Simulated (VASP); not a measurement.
Runs of VASP 6.6.1 on SrTiO3 (Tausonite). It takes space group Pm-3m (No. 221, cubic). Conventional cell: a = 3.905 Å, b = 3.905 Å, c = 3.905 Å, α = 90.00°, β = 90.00°, γ = 90.00°. Around Sr (site symmetry m-3m) lie 12 O at 2.76 Å. Around Ti (site symmetry m-3m) lie 6 O at 1.95 Å. O (site symmetry 4/mmm) is surrounded by 2 Ti at 1.95 Å. 

| task | cell | gap on the mesh (eV) | pressure (GPa) |
| --- | --- | --- | --- |
| relaxation of cell and atoms | relaxed | 2.27 | 0.0 |
| relaxation of the atoms | atoms relaxed from: a relaxed cell with its volume scaled by 1.04 | 2.18 | -6.8 |
| relaxation of the atoms | atoms relaxed from: a relaxed cell with its volume scaled by 1.06 | (a) | -9.7 |
| relaxation of the atoms | atoms relaxed from: a relaxed cell with its volume scaled by 0.98 | (b) | 4.0 |
| relaxation of the atoms | atoms relaxed from: a relaxed cell with its volume scaled by 0.96 | 2.36 | 8.4 |
| relaxation of the atoms | atoms relaxed | 2.27 | 0.0 |
| relaxation of the atoms | atoms relaxed from: a relaxed cell with its volume scaled by 1.02 | 2.22 | -3.6 |
| relaxation of the atoms | atoms relaxed from: a relaxed cell with its volume scaled by 0.94 | 2.40 | 13.4 |

Alike in all rows: level r2SCAN; potentials or basis VASP PAW PBE potentials, release 64 (Sr_sv, Ti_sv, O); no spin polarisation; k mesh 8 × 8 × 8; cutoff (eV) 600; smearing gaussian 0.03 eV.

Fill in the values left out.

(a) 2.13; (b) 2.31.

Caveats: the PAW data sets were made with another functional, which shifts forces and pressure a little; the relaxation stopped at its first step, so nothing moved (some runs).

A k mesh can miss the band edges, and the runs leave out spin-orbit coupling on Sr.
